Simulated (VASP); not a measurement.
```xyz
2
Lattice="3.3301 0.0000 0.0000 -1.6650 2.8839 0.0000 0.0000 0.0000 3.2500" Properties=species:S:1:pos:R:3 pbc="T T T"
Ru     0.0000     0.0000     0.0000
Se     1.6650     0.9613     1.6250
```

The base run (VASP): PBE GGA, plane waves, VASP's PBE PAW potentials (set 64). Numerical set-up: 400 eV cut-off, 8×8×7 Γ-centred mesh, Gaussian smearing of 0.050 eV, potentials Ru_pv Se.

The base run took about 8 core-seconds. Times come from single runs on busy shared machines, so they are rough: good to a factor of about 2.

Pressures at a finite cut-off, here 400 eV, hold a Pulay part, which wasn't tested here.

```tsv
setting	cost over the base run	electronic steps	pressure (GPa)
IVDW = 13	within a factor of 2	12	7.43
base run	reference	12	12.49
GGA = RP	within a factor of 2	12	15.52
GGA = 91	within a factor of 2	12	13.61
GGA = AM	within a factor of 2	12	3.96
AGGAC = 0.0, GGA = BO, LUSE_VDW = .TRUE., PARAM1 = 0.1833333333, PARAM2 = 0.22	about 3 times	12	14.84
GGA removed, LMIXTAU = .TRUE., METAGGA = R2SCAN	(withheld)	(withheld)	(withheld)
```

**Question.** Complete the blanks.

**Answer.** 
- GGA removed, LMIXTAU = .TRUE., METAGGA = R2SCAN, cost over the base run: about 4 times
- GGA removed, LMIXTAU = .TRUE., METAGGA = R2SCAN, electronic steps: 16
- GGA removed, LMIXTAU = .TRUE., METAGGA = R2SCAN, pressure (GPa): 10.19

Left out are runs that failed, have no time on record or changed the cell.

The structure was generated: RuSe was put into the WC type (P-6m2), which need not be its known phase. The cell was not relaxed at this level.
